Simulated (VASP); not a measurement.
Here is the system:

```
CELL_PARAMETERS angstrom
      3.88697     0.00000     0.00000
     -1.94348     3.36621     0.00000
      0.00000     0.00000     5.21951
ATOMIC_POSITIONS crystal
  Te 0.33333 0.66667 0.25868
  Te 0.66667 0.33333 0.74132
  Rh 0.00000 0.00000 0.00000
```

Level of theory: LDA (Ceperley-Alder, Perdew-Zunger) with spin-orbit coupling, VASP's LDA PAW potentials (set 64) (plane waves; VASP 6.6.1). Numerical set-up: 400 eV cut-off, 8×8×6 Γ-centred mesh, Gaussian smearing of 0.050 eV, potentials Te Rh_pv.

**Question.** Estimate the energy per atom (σ→0), band gap (over mesh and band path) with the smallest direct gap where there is one.

**Answer.** 
```
Item                                                                   Value
----------------------------------  ----------------------------------------
band gap (over mesh and band path)  none (metal, semimetal or under 0.01 eV)
energy per atom (σ→0)                                         -5.984 eV/atom
```

Total energies compare only between runs with the same potentials, cut-off and functional.

The structure comes from a computed database's Te2Rh entry (P-3m1); how it stands against other phases isn't given here. It was relaxed first, which changed the volume by -8 %.
